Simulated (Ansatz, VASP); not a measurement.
# Mg26CdO27 (a cell with a defect) (Periclase) in VASP and in Ansatz

```xyz
54
Lattice="0.0000 6.3255 6.3255 6.3255 0.0000 6.3255 6.3255 6.3255 0.0000" Properties=species:S:1:pos:R:3 pbc="T T T"
Cd    0.0000    0.0000    0.0000
Mg    2.1222    2.1222    0.0000
Mg    4.2033    4.2033    0.0000
Mg    2.1222    0.0000    2.1222
Mg    4.2192    2.1063    2.1063
Mg    6.3255    4.2033    2.1222
Mg    4.2033    0.0000    4.2033
Mg    6.3255    2.1222    4.2033
Mg    8.4318    4.2192    4.2192
Mg    0.0000    2.1222    2.1222
Mg    2.1063    4.2192    2.1063
Mg    4.2033    6.3255    2.1222
Mg    2.1063    2.1063    4.2192
Mg    4.2192    4.2192    4.2192
Mg    6.3255    6.3255    4.2363
Mg    4.2033    2.1222    6.3255
Mg    6.3255    4.2363    6.3255
Mg    8.4147    6.3255    6.3255
Mg    0.0000    4.2033    4.2033
Mg    2.1222    6.3255    4.2033
Mg    4.2192    8.4318    4.2192
Mg    2.1222    4.2033    6.3255
Mg    4.2363    6.3255    6.3255
Mg    6.3255    8.4147    6.3255
Mg    4.2192    4.2192    8.4318
Mg    6.3255    6.3255    8.4147
Mg    8.4318    8.4318    8.4318
O     2.1066    2.1066    2.1066
O     4.2189    4.2189    2.1066
O     6.3255    6.3255    2.2261
O     4.2189    2.1066    4.2189
O     6.3255    4.2166    4.2166
O     8.4344    6.3255    4.2166
O     6.3255    2.2261    6.3255
O     8.4344    4.2166    6.3255
O    10.4249    6.3255    6.3255
O     2.1066    4.2189    4.2189
O     4.2166    6.3255    4.2166
O     6.3255    8.4344    4.2166
O     4.2166    4.2166    6.3255
O     6.3255    6.3255    6.3255
O     8.4344    8.4344    6.3255
O     6.3255    4.2166    8.4344
O     8.4344    6.3255    8.4344
O    10.5444    8.4321    8.4321
O     2.2261    6.3255    6.3255
O     4.2166    8.4344    6.3255
O     6.3255   10.4249    6.3255
O     4.2166    6.3255    8.4344
O     6.3255    8.4344    8.4344
O     8.4321   10.5444    8.4321
O     6.3255    6.3255   10.4249
O     8.4321    8.4321   10.5444
O    10.5444   10.5444   10.5444
```

Alike in both runs: functional PBE; k mesh 3 × 3 × 3; occupations fermi-dirac, width 0.01 eV; no spin polarisation.

Ansatz relaxed the structure, and its values are those at the end. VASP's run is a single point on that final structure, the one shown.

```csv
,VASP,Ansatz
version,VASP 6.6.1,Ansatz 0.2.0
potentials or method,"VASP PAW PBE potentials, release 64 (Cd, Mg, O)","plane-wave PAW, scalar-relativistic"
plane-wave cutoff (eV),520,420
valence electrons in the cell,226,442
```

|  | VASP | Ansatz | Ansatz less VASP |
| --- | --- | --- | --- |
| gap on the k mesh at the Fermi level (eV) | 4.18 | 4.19 | +0.015 |
| pressure (GPa) | 6.5 | 7.1 | +0.57 |
| rms of the force components (eV/Å) | 0.022 | 0.010 | -0.0129 |

With one functional, cell and mesh, what is left measures potentials, basis and numerics. The two sets of potentials don't hold the same shells in valence. Ansatz warned: «gradients_without_spin_orbit».

A hybrid or GW would open this gap; PBE tends to underestimate it.
